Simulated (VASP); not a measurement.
# InTeF: structure and properties in VASP, part 3 of 7

What structure does InTeF take at this level, and what are its properties? The cell is invented: it takes the structure of a Materials Project entry for YSF (space group 129 there), with some of its atoms replaced by other elements, volume scaled by an estimate. It may not be a known or stable phase.

VASP 6.6.1; r2SCAN; plane waves and PAW (Te, In_d, F); invented cell.

Still holding for the runs below: The k-mesh is coarse for a metal.

So far. Step 3 (Relaxing cell and atoms (r2SCAN)): It ends with a largest force of 0.008 eV/Å and a pressure of 0.05 GPa. Step 4 (Second relaxation): It ends with a largest force of 0.007 eV/Å and a pressure of -0.01 GPa. The volume moved by only 0.12 %, so the volume is settled.

## 5. Density, ELF and potential (r2SCAN)

A single point on the relaxed cell gives a clean self-consistent state, with density, ELF and potential written out.

INCAR reads:

```
SYSTEM = InTeF
PREC = Accurate
ENCUT = 520
EDIFF = 1E-06
NELM = 100
ISMEAR = 0
SIGMA = 0.05
LREAL = .FALSE.
ALGO = Normal
METAGGA = R2SCAN
LASPH = .TRUE.
NBANDS = 32
LORBIT = 11
LWAVE = .FALSE.
LCHARG = .TRUE.
ISIF = 2
LELF = .TRUE.
LVHAR = .TRUE.
```

POSCAR reads:

```
InTeF
1.0
    3.7926613688      0.0000000000      0.0000000000
    0.0000000000      3.7926613688      0.0000000000
    0.0000000000      0.0000000000      9.0271307257
Te In F
2 2 2
Direct
    0.0000000000      0.5000000000      0.6779523072
    0.5000000000      0.0000000000      0.3220476928
    0.0000000000      0.5000000000      0.1676332449
    0.5000000000      0.0000000000      0.8323667551
    0.0000000000      0.0000000000      0.0000000000
    0.5000000000      0.5000000000      0.0000000000
```

KPOINTS reads:

```
Automatic mesh
0
Gamma
7 7 3
0 0 0
```

The projector-augmented-wave data sets are Te, In_d and F (PBE family, release 64).

Launch:

```bash
$ mpirun -np 2 vasp_std
```

What it wrote:

```text
[banner, memory and clock lines left out]
running    2 mpi-ranks, on    1 nodes
 distrk:  each k-point on    2 cores,    1 groups
 distr:  one band on    1 cores,    2 groups

 POSCAR found type information on POSCAR TeInF
 POSCAR found :  3 types and       6 ions
 [... a notice as in an earlier step ...]

 LDA part: xc-table for (None), standard interpolation
 POSCAR, INCAR and KPOINTS ok, starting setup
 FFT: planning ... GRIDC
 FFT: planning ... GRID_SOFT
 FFT: planning ... GRID
 WAVECAR not read
 entering main loop
       N       E                     dE             d eps       ncg     rms          rms(c)
DAV:   1     0.448147346656E+03    0.44815E+03   -0.24131E+04  1280   0.187E+03
DAV:   2    -0.462282233628E+02   -0.49438E+03   -0.47596E+03  1368   0.484E+02
DAV:   3    -0.119608243738E+03   -0.73380E+02   -0.71953E+02  1664   0.190E+02
DAV:   4    -0.122501130543E+03   -0.28929E+01   -0.28866E+01  1536   0.391E+01
DAV:   5    -0.122623676459E+03   -0.12255E+00   -0.12250E+00  1888   0.778E+00    0.111E+01
DAV:   6    -0.109567515428E+03    0.13056E+02   -0.66082E+00  1880   0.406E+01    0.682E+00
DAV:   7    -0.109649408357E+03   -0.81893E-01   -0.15362E+00  1576   0.748E+00    0.356E+00
DAV:   8    -0.109682052925E+03   -0.32645E-01   -0.27242E-01  1936   0.492E+00    0.153E+00
DAV:   9    -0.109675668845E+03    0.63841E-02   -0.69350E-02  1824   0.196E+00    0.646E-01
DAV:  10    -0.109678422360E+03   -0.27535E-02   -0.14749E-02  1648   0.757E-01    0.320E-01
DAV:  11    -0.109678176746E+03    0.24561E-03   -0.46158E-03  1904   0.523E-01    0.112E-01
DAV:  12    -0.109678045488E+03    0.13126E-03   -0.54818E-04  1864   0.174E-01    0.617E-02
DAV:  13    -0.109678035949E+03    0.95386E-05   -0.25666E-04  1776   0.975E-02    0.221E-02
DAV:  14    -0.109678031784E+03    0.41655E-05   -0.16221E-05  1824   0.288E-02    0.781E-03
DAV:  15    -0.109678031566E+03    0.21781E-06   -0.10478E-06  1080   0.668E-03
   1 F= -.10967803E+03 E0= -.10967642E+03  d E =-.322267E-02
```

Run time: 80 s. Hardware: 2 MPI ranks of Intel Xeon 6975P-C (Granite Rapids), shared host; peak memory 0.39 GiB; 2.3 min of CPU time.

From OUTCAR (step 5):

```text
   ENCUT  =  520.0 eV  38.22 Ry    6.18 a.u.   7.05  7.05 16.78*2*pi/ulx,y,z

   NELECT =      52.0000    total number of electrons

 E-fermi :   6.0714

 k-point     1 :       0.0000    0.0000    0.0000
  band No.  band energies     occupation
    ...
     22       4.2895      2.00000
     23       5.4170      2.00000
     24       5.4170      2.00000
     25       5.5844      2.00000
     26       5.5844      2.00000
     27       6.5059      0.00000
     28       7.6982      0.00000
     29       9.4555      0.00000
     30      10.9677      0.00000
     31      11.5150      0.00000
    ...

  Total       -0.0301774     -0.0301774     -0.0051910      0.0000000      0.0000000      0.0000000
  in kB       -0.3723523     -0.3723523     -0.0640511      0.0000000      0.0000000      0.0000000
  external PRESSURE =      -0.2695852 kB  Pullay stress =       0.0000000 kB

 POSITION                                       TOTAL-FORCE (eV/Angst)
 -----------------------------------------------------------------------------------
      0.00000      1.89633      6.11996         0.000000      0.000000      0.006312
      1.89633      0.00000      2.90717        -0.000000      0.000000     -0.006312
      0.00000      1.89633      1.51325        -0.000000      0.000000     -0.002350
      1.89633      0.00000      7.51388         0.000000      0.000000      0.002350
      0.00000      0.00000      0.00000        -0.000000      0.000000      0.000000
      1.89633      1.89633      0.00000        -0.000000     -0.000000      0.000000
 -----------------------------------------------------------------------------------
    total drift:                                0.000000      0.000000      0.000000

  FREE ENERGIE OF THE ION-ELECTRON SYSTEM (eV)
  ---------------------------------------------------
  free  energy   TOTEN  =      -109.6780315658 eV

  energy  without entropy=     -109.6748088957  energy(sigma->0) =     -109.67642023

[... 6 parts as in an earlier step ...]

[... 10 further parts left out ...]
```

Numbers from this step:

```yaml
scf_cycles: 15
free_energy_toten: -109.6780 eV
energy_at_zero_smearing: -109.6764 eV
pressure: -0.02696 GPa
```

Valence electrons inside each PAW sphere by angular momentum. Sphere charges, by row:

| atom | s (e) | p (e) | d (e) | tot (e) |
| --- | --- | --- | --- | --- |
| Te1 | 1.403 | 1.984 | 0.027 | 3.414 |
| Te2 | 1.403 | 1.984 | 0.027 | 3.414 |
| In3 | 0.778 | 0.457 | 9.927 | 11.16 |
| In4 | 0.778 | 0.457 | 9.927 | 11.16 |
| F5 | 1.749 | 4.355 | 0 | 6.104 |
| F6 | 1.749 | 4.355 | 0 | 6.104 |

ELF in the ac plane at fractional y = 0.000, with atoms of Te and In and F within 0.2 Å of it. It is the smooth field of the valence electrons, not physical close to the nuclei.

Ten even steps from '0' (0.01) to '9' (0.93), each cell a mean:
```
78851000002688
87511122211267
32112100012112
00122000012100
01122100012210
01122221232211
01122222222211
00111111111110
00000000000000
00000000000000
00000000000000
00012456542000
00257999987410
01589999999741
02689999999851
02688866788852
12688765688752
12588887888742
01478888888631
00136788775310
10001344421000
65310000000135
88741000001588
67862000003787
```
Columns run along a (3.8 Å), rows up along c (9.0 Å). Atoms in or near the plane, at fractional coordinates: Te at (0.50, 0.32), In at (0.50, 0.83), F at (0.00, 0.00).

Electrostatic potential energy in the ac plane at fractional y = 0.000, with atoms of Te and In and F within 0.2 Å of it. With pseudopotentials it is smooth inside the atoms' cores, unlike the true potential.

Values in eV, 24 rows by 14 columns, each cell a mean:
```
-52 -40 -12   1   0  -2  -3  -4  -3  -1   0  -1 -19 -45
-10  -5   0  -1  -6 -18 -30 -34 -27 -14  -5  -1  -1  -6
  2   2   0  -6 -25 -52 -72 -77 -67 -45 -20  -3   0   2
  2   1  -1 -12 -39 -72 -88 -89 -86 -64 -33  -6   0   2
  2   1  -1 -10 -34 -65 -84 -86 -80 -57 -28  -5   0   2
  3   2   0  -3 -14 -34 -51 -56 -47 -29 -11  -1   1   2
  3   3   2   0  -2  -6 -12 -14 -11  -5  -1   1   2   3
  3   3   3   2   2   1   0   0   0   1   2   3   3   3
  4   4   4   4   3   3   3   3   3   3   4   4   4   4
  4   4   4   4   4   4   4   4   4   4   4   4   4   4
  5   5   5   5   5   5   5   5   5   5   5   5   5   5
  5   5   5   5   4   4   4   4   4   4   4   5   5   5
  5   5   4   3   2   1   0   0   0   1   3   4   4   5
  4   4   3   1  -3 -11 -21 -25 -19  -8  -2   1   3   4
  4   3   1  -5 -22 -50 -70 -75 -66 -43 -17  -2   1   3
  3   2  -1 -13 -44 -77 -88 -89 -87 -70 -36  -6   0   2
  3   2  -1 -13 -44 -77 -89 -89 -87 -70 -36  -6   0   2
  3   2   0  -6 -23 -51 -71 -75 -67 -44 -17  -3   1   2
  3   2   2   0  -4 -13 -24 -27 -21 -10  -3   0   2   2
  2   2   3   2   1   0  -1  -1  -1   1   2   2   3   2
  3   3   3   3   3   3   3   3   3   3   3   3   3   3
  0   1   3   4   4   4   4   4   4   4   4   3   2   1
-34 -21  -3   3   4   4   3   3   3   4   4   2  -7 -25
-55 -50 -19   2   2   2   2   1   2   2   2  -1 -28 -53
```
Columns run along a (3.8 Å; values clipped at the 3rd and 97th percentile), rows up along c (9.0 Å). Atoms in or near the plane, at fractional coordinates: Te at (0.50, 0.32), In at (0.50, 0.83), F at (0.00, 0.00).

Valence density in the ac plane at fractional y = 0.000, with atoms of Te and In and F within 0.2 Å of it. It is the smooth field of the valence electrons, not physical close to the nuclei.

Values in e/Å³, 24 rows by 14 columns, each cell a mean:
```
 9  5  2  0  0  0  0  0  0  0  0  1  3  6
 2  1  1  0  0  0  1  1  1  0  0  0  1  1
 0  0  0  0  1  2  5  6  4  2  1  0  0  0
 0  0  0  0  1  5  9 11  8  4  1  0  0  0
 0  0  0  0  1  4  7  9  6  3  1  0  0  0
 0  0  0  0  0  1  2  3  2  1  0  0  0  0
 0  0  0  0  0  0  0  0  0  0  0  0  0  0
 0  0  0  0  0  0  0  0  0  0  0  0  0  0
 0  0  0  0  0  0  0  0  0  0  0  0  0  0
 0  0  0  0  0  0  0  0  0  0  0  0  0  0
 0  0  0  0  0  0  0  0  0  0  0  0  0  0
 0  0  0  0  0  0  0  0  0  0  0  0  0  0
 0  0  0  0  0  0  0  0  0  0  0  0  0  0
 0  0  0  0  0  0  0  1  0  0  0  0  0  0
 0  0  0  0  0  1  0  0  0  1  0  0  0  0
 0  0  0  0  0  0  0  0  0  0  0  0  0  0
 0  0  0  0  0  0  0  0  0  0  0  0  0  0
 0  0  0  0  0  0  0  0  0  0  0  0  0  0
 0  0  0  0  0  0  0  0  0  0  0  0  0  0
 0  0  0  0  0  0  0  0  0  0  0  0  0  0
 0  0  0  0  0  0  0  0  0  0  0  0  0  0
 1  0  0  0  0  0  0  0  0  0  0  0  0  1
 4  3  1  0  0  0  0  0  0  0  0  0  1  3
12  8  3  1  0  0  0  0  0  0  0  1  4  9
```
Columns run along a (3.8 Å), rows up along c (9.0 Å). Atoms in or near the plane, at fractional coordinates: Te at (0.50, 0.32), In at (0.50, 0.83), F at (0.00, 0.00).

In this run the pressure is -0.03 GPa, small enough to go on.

## 6. Bands along the symmetry lines (r2SCAN)

Levels along the symmetry lines show where the bands peak and cross; KPOINTS_OPT computes them in the converged potential.

INCAR: that of step 5 with these lines changed.

```diff
@@ -11,8 +11,6 @@
 LASPH = .TRUE.
-NBANDS = 32
+NBANDS = 42
 LORBIT = 11
 LWAVE = .FALSE.
-LCHARG = .TRUE.
-ISIF = 2
-LELF = .TRUE.
-LVHAR = .TRUE.
+LCHARG = .FALSE.
+KPAR = 2
```

POSCAR is that of step 5.

KPOINTS is that of step 5.

KPOINTS_OPT reads:

```
Line mode
16
Line-mode
Reciprocal
  0.00000000   0.00000000   0.00000000 GAMMA
  0.00000000   0.50000000   0.00000000 X

  0.00000000   0.50000000   0.00000000 X
  0.50000000   0.50000000   0.00000000 M

  0.50000000   0.50000000   0.00000000 M
  0.00000000   0.00000000   0.00000000 GAMMA

  0.00000000   0.00000000   0.00000000 GAMMA
  0.00000000   0.00000000   0.50000000 Z

  0.00000000   0.00000000   0.50000000 Z
  0.00000000   0.50000000   0.50000000 R

  0.00000000   0.50000000   0.50000000 R
  0.50000000   0.50000000   0.50000000 A

  0.50000000   0.50000000   0.50000000 A
  0.00000000   0.00000000   0.50000000 Z

  0.00000000   0.50000000   0.00000000 X
  0.00000000   0.50000000   0.50000000 R

  0.50000000   0.50000000   0.00000000 M
  0.50000000   0.50000000   0.50000000 A
```

Launch:

```bash
$ mpirun -np 2 vasp_std
```

What it wrote:

```text
[... set-up lines as in an earlier step ...]
 entering main loop
       N       E                     dE             d eps       ncg     rms          rms(c)
DAV:   1     0.447511239675E+03    0.44751E+03   -0.22902E+04  1690   0.143E+03
DAV:   2    -0.399699484595E+02   -0.48748E+03   -0.45199E+03  1688   0.396E+02
DAV:   3    -0.118549961133E+03   -0.78580E+02   -0.75845E+02  1966   0.156E+02
DAV:   4    -0.122467961507E+03   -0.39180E+01   -0.38932E+01  2064   0.355E+01
DAV:   5    -0.122625086889E+03   -0.15713E+00   -0.15702E+00  2536   0.719E+00    0.110E+01
DAV:   6    -0.109575371744E+03    0.13050E+02   -0.51264E+00  2356   0.311E+01    0.639E+00
DAV:   7    -0.109648155621E+03   -0.72784E-01   -0.12387E+00  2006   0.567E+00    0.357E+00
DAV:   8    -0.109686699575E+03   -0.38544E-01   -0.19850E-01  2452   0.378E+00    0.141E+00
DAV:   9    -0.109676827181E+03    0.98724E-02   -0.58762E-02  2590   0.157E+00    0.630E-01
DAV:  10    -0.109678443239E+03   -0.16161E-02   -0.10041E-02  1938   0.514E-01    0.378E-01
DAV:  11    -0.109678125573E+03    0.31767E-03   -0.25276E-03  2276   0.362E-01    0.986E-02
DAV:  12    -0.109678043098E+03    0.82475E-04   -0.27392E-04  2274   0.102E-01    0.396E-02
DAV:  13    -0.109678035265E+03    0.78330E-05   -0.15477E-04  2140   0.695E-02    0.223E-02
DAV:  14    -0.109678032754E+03    0.25111E-05   -0.89437E-06  2272   0.193E-02    0.666E-03
DAV:  15    -0.109678031470E+03    0.12839E-05   -0.23678E-06  1584   0.841E-03    0.320E-03
DAV:  16    -0.109678031560E+03   -0.89732E-07   -0.13391E-07   952   0.287E-03
   1 F= -.10967803E+03 E0= -.10967642E+03  d E =-.322309E-02
 Start KPOINTS_OPT (optional k-point list driver)
k-point batch [1-20\144]
       N       E                     dE             ncg
DAV:   1     0.668619998421E+04   -0.97754E+04     1714
DAV:   2    -0.303877745499E+04   -0.97250E+04     1704
DAV:   3    -0.464918509534E+04   -0.16104E+04     1926
DAV:   4    -0.473056389471E+04   -0.81379E+02     2014
DAV:   5    -0.473368700435E+04   -0.31231E+01     2520
DAV:   6    -0.473373814025E+04   -0.51136E-01     2244
DAV:   7    -0.473374062027E+04   -0.24800E-02     2848
DAV:   8    -0.473374064700E+04   -0.26732E-04     2208
DAV:   9    -0.473374064793E+04   -0.92867E-06     1328
[...]
k-point batch [141-144\144]
       N       E                     dE             ncg
DAV:   1     0.300396200254E+05   -0.65878E+04      344
DAV:   2     0.281611168961E+05   -0.18785E+04      344
DAV:   3     0.278555722405E+05   -0.30554E+03      392
DAV:   4     0.278409299364E+05   -0.14642E+02      400
DAV:   5     0.278402347481E+05   -0.69519E+00      504
DAV:   6     0.278402221499E+05   -0.12598E-01      428
DAV:   7     0.278402210739E+05   -0.10760E-02      534
DAV:   8     0.278402210669E+05   -0.70909E-05      398
DAV:   9     0.278402210666E+05   -0.26590E-06      268
```

It took 7 min on 2 MPI ranks; peak memory 0.62 GiB.

OUTCAR, selected parts (step 6):

```text
   k-points           NKPTS =     20   k-points in BZ     NKDIM =     20   number of bands    NBANDS=     42

   NELECT =      52.0000    total number of electrons

 E-fermi :   6.0714

 k-point     1 :       0.0000    0.0000    0.0000
  band No.  band energies     occupation
    ...
     22       4.2894      2.00000
     23       5.4171      2.00000
     24       5.4171      2.00000
     25       5.5844      2.00000
     26       5.5844      2.00000
     27       6.5060      0.00000
     28       7.6983      0.00000
     29       9.4555      0.00000
     30      10.9677      0.00000
     31      11.5150      0.00000
    ...

  Total       -0.0266163     -0.0266163     -0.0019797      0.0000000      0.0000000      0.0000000
  in kB       -0.3284128     -0.3284128     -0.0244269      0.0000000      0.0000000      0.0000000
  external PRESSURE =      -0.2270842 kB  Pullay stress =       0.0000000 kB

 POSITION                                       TOTAL-FORCE (eV/Angst)
 -----------------------------------------------------------------------------------
      0.00000      1.89633      6.11996        -0.000000     -0.000000      0.006526
      1.89633      0.00000      2.90717        -0.000000      0.000000     -0.006526
      0.00000      1.89633      1.51325        -0.000000     -0.000000     -0.001889
      1.89633      0.00000      7.51388         0.000000     -0.000000      0.001889
      0.00000      0.00000      0.00000        -0.000000      0.000000      0.000000
      1.89633      1.89633      0.00000        -0.000000     -0.000000      0.000000
 -----------------------------------------------------------------------------------
    total drift:                                0.000000      0.000000      0.000000

  FREE ENERGIE OF THE ION-ELECTRON SYSTEM (eV)
  ---------------------------------------------------
  free  energy   TOTEN  =      -109.6780315596 eV

  energy  without entropy=     -109.6748084662  energy(sigma->0) =     -109.67642001

[... 9 parts as in an earlier step ...]

[... 7 further parts left out ...]
```

Spin-orbit coupling is off here; with elements this heavy it splits and shifts levels by tenths of an eV or more.

Numbers from this step:

- SCF cycles: 16
- bands: 42
- pressure: -0.02271 GPa

Electronic bands along the path, in eV, zero at the Fermi level; # counts the bands kept, so #1 is VASP's band 15:

```csv
point,#9,#10,#11,#12,#13,#14,#15,#16
Γ,-0.65,-0.65,-0.49,-0.49,0.43,1.63,3.38,4.90
0.53 of the way,-3.02,-0.96,-0.13,0.06,1.92,1.96,4.86,4.92
X,-1.80,-1.80,0.55,0.55,1.72,1.72,5.31,5.31
0.53 of the way,-2.12,-2.12,-1.16,-1.16,0.04,0.04,3.90,3.90
M,-2.90,-2.90,-2.24,-2.24,-0.55,-0.55,3.51,3.51
0.53 of the way,-2.61,-2.46,-1.90,-0.60,1.93,2.05,4.41,5.12
Γ,-0.65,-0.65,-0.49,-0.49,0.43,1.63,3.38,4.90
0.47 of the way,-0.75,-0.75,-0.38,-0.38,0.63,1.74,3.16,5.26
Z,-0.82,-0.82,-0.29,-0.29,0.81,1.90,2.96,5.58
0.53 of the way,-2.51,-1.56,-0.23,0.17,1.47,2.49,4.47,4.90
R,-1.62,-1.62,0.55,0.55,1.46,1.46,5.46,5.46
0.47 of the way,-1.80,-1.80,-1.21,-1.21,0.51,0.51,3.61,3.61
A,-3.36,-3.36,-2.09,-2.09,-0.76,-0.76,4.50,4.50
0.47 of the way,-2.57,-2.36,-2.04,-0.91,1.41,1.60,3.76,5.30
Z,-0.82,-0.82,-0.29,-0.29,0.81,1.90,2.96,5.58
jump to X,-1.80,-1.80,0.55,0.55,1.72,1.72,5.31,5.31
0.53 of the way,-1.70,-1.70,0.55,0.55,1.58,1.58,5.39,5.39
R,-1.62,-1.62,0.55,0.55,1.46,1.46,5.46,5.46
jump to M,-2.90,-2.90,-2.24,-2.24,-0.55,-0.55,3.51,3.51
0.53 of the way,-3.09,-3.09,-2.16,-2.16,-0.66,-0.66,3.88,3.88
A,-3.36,-3.36,-2.09,-2.09,-0.76,-0.76,4.50,4.50
```

Of the projections kept (Te, In, F), the largest for each band there; the rest of the weight can lie on other orbitals:

| point | #9 | #10 | #11 | #12 | #13 | #14 | #15 | #16 |
| --- | --- | --- | --- | --- | --- | --- | --- | --- |
| Γ | Te 0.82 | Te 0.82 | Te 0.81 | Te 0.81 | In 0.50 | Te 0.52 | In 0.74 | In 0.71 |
| X | Te 0.71 | Te 0.71 | Te 0.96 | Te 0.96 | In 0.54 | In 0.54 | In 0.49 | In 0.49 |
| M | Te 0.61 | Te 0.61 | In 0.80 | In 0.80 | Te 0.78 | Te 0.78 | In 0.63 | In 0.63 |
| Γ | Te 0.82 | Te 0.82 | Te 0.81 | Te 0.81 | In 0.50 | Te 0.52 | In 0.74 | In 0.71 |
| Z | Te 0.83 | Te 0.83 | Te 0.81 | Te 0.81 | In 0.59 | Te 0.61 | In 0.66 | Te 0.75 |
| R | Te 0.72 | Te 0.72 | Te 0.96 | Te 0.96 | In 0.55 | In 0.55 | In 0.50 | In 0.50 |

There is no gap at this level.

(Continued in part 4 of 7.)

[Lines on the potential files, build, host, timing and source positions are cut from VASP's logs without a mark.]

[Logs are printed without paths, hosts, clocks, repeated set-up lines and the standing remarks that a program may print on its own settings, such as how far it seeks lower states.]

[Hosts, paths, dates, database ids (printed as entryN), source tags and the programs' standing remarks are cut or masked in the printed files.]

[A measured line is paired with the nearest computed mode of its activity, which favours agreement.]
